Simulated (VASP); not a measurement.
All values below come from PBE GGA with D4 dispersion, VASP's PBE PAW potentials (set 64) (plane waves; VASP).

VASP ran on this input.

### POSCAR
```
KTaO3
1
    4.0148803364     0.0000000000     0.0000000000
    0.0000000000     4.0148803364     0.0000000000
    0.0000000000     0.0000000000     4.0148803364
K Ta O
1 1 3
Direct
  0.0000000000   0.0000000000   0.0000000000
  0.5000000000   0.5000000000   0.5000000000
  0.5000000000   0.0000000000   0.5000000000
  0.0000000000   0.5000000000   0.5000000000
  0.5000000000   0.5000000000   0.0000000000
```

### INCAR
```
# general
SYSTEM =KTaO3
PREC   =Accurate
ENCUT  =520
LREAL  =.FALSE.
LASPH  =.TRUE.
ICHARG =11

# electronic loop
EDIFF  =1E-7
NELM   =100
ALGO   =Normal
LMAXMIX=6

# smearing
ISMEAR =0
SIGMA  =0.05

# functional
GGA    =PE
IVDW   =13

# output
LWAVE  =.FALSE.
LCHARG =.FALSE.
LORBIT =11
```

**KPOINTS**
```
k-points along high-symmetry lines
15
Line-mode
Reciprocal
  0.000000   0.000000   0.000000 ! GAMMA
  0.000000   0.500000   0.000000 ! X

  0.000000   0.500000   0.000000 ! X
  0.500000   0.500000   0.000000 ! M

  0.500000   0.500000   0.000000 ! M
  0.000000   0.000000   0.000000 ! GAMMA

  0.000000   0.000000   0.000000 ! GAMMA
  0.500000   0.500000   0.500000 ! R

  0.500000   0.500000   0.500000 ! R
  0.000000   0.500000   0.000000 ! X

  0.500000   0.500000   0.500000 ! R
  0.500000   0.500000   0.000000 ! M
```

POTCAR, in this order: K_sv Ta_pv O (PBE.64 set). Program: vasp_std. Read from the step before: CHGCAR.

The resulting files:

File OSZICAR:
```
       N       E                     dE             d eps       ncg     rms          rms(c)
DAV:   1     0.326303586925E+03    0.32630E+03   -0.21804E+04  4140   0.169E+03
DAV:   2    -0.202022055279E+02   -0.34651E+03   -0.34049E+03  4906   0.445E+02
DAV:   3    -0.393147333635E+02   -0.19113E+02   -0.18969E+02  5311   0.973E+01
DAV:   4    -0.398792651711E+02   -0.56453E+00   -0.56422E+00  7171   0.149E+01
DAV:   5    -0.398842874827E+02   -0.50223E-02   -0.50214E-02  5407   0.121E+00
DAV:   6    -0.398845495839E+02   -0.26210E-03   -0.26209E-03  6314   0.159E-01
DAV:   7    -0.398845515776E+02   -0.19936E-05   -0.19935E-05  5560   0.188E-02
DAV:   8    -0.398845516156E+02   -0.38008E-07   -0.38021E-07  5249   0.236E-03
   1 F= -.40655806E+02 E0= -.40655806E+02  d E =-.166227E-22
```

OUTCAR:
```
 val. band max:        1.6671095170   @ k =   0.5000   0.5000   0.5000

 cond. band min:       3.7978455599   @ k =   0.0000   0.0000   0.0000



 k-point     1 :       0.0000    0.0000    0.0000
  band No.  band energies     occupation
      1     -32.5478      2.00000
      2     -32.5478      2.00000
      3     -32.5478      2.00000
      4     -25.6731      2.00000
      5     -15.8121      2.00000
      6     -15.1122      2.00000
      7     -15.1122      2.00000
      8      -9.2176      2.00000
      9      -9.2176      2.00000
     10      -9.2176      2.00000
     11      -0.7640      2.00000
     12      -0.7640      2.00000
     13      -0.7640      2.00000
     14       0.6386      2.00000
     15       0.6386      2.00000
     16       0.6386      2.00000
     17       1.0382      2.00000
     18       1.0382      2.00000
     19       1.0382      2.00000
     20       3.7978      0.00000
     21       3.7978      0.00000
     22       3.7978      0.00000
     23       8.1956      0.00000

 k-point     2 :       0.0000    0.0357    0.0000
  band No.  band energies     occupation
      1     -32.5488      2.00000
      2     -32.5478      2.00000
      3     -32.5478      2.00000
      4     -25.6728      2.00000
      5     -15.8079      2.00000
      6     -15.1120      2.00000
      7     -15.1064      2.00000
      8      -9.2171      2.00000
      9      -9.2171      2.00000
     10      -9.2160      2.00000
     11      -0.7934      2.00000
     12      -0.7652      2.00000
     13      -0.7652      2.00000
     14       0.6190      2.00000
     15       0.6190      2.00000
     16       0.6326      2.00000
     17       0.9943      2.00000
     18       1.0275      2.00000
     19       1.0275      2.00000
     20       3.7996      0.00000
     21       3.8411      0.00000
     22       3.8411      0.00000
     23       8.1814      0.00000

 k-point     3 :       0.0000    0.0714    0.0000
  band No.  band energies     occupation
...
```

The density is held fixed in this step, so its total energy and stress have no physical meaning. Unless said otherwise, spin-orbit coupling is left out, though it shifts the bands of the heavy elements here.

The compound is KTaO3 in the cubic perovskite structure. It was relaxed first.
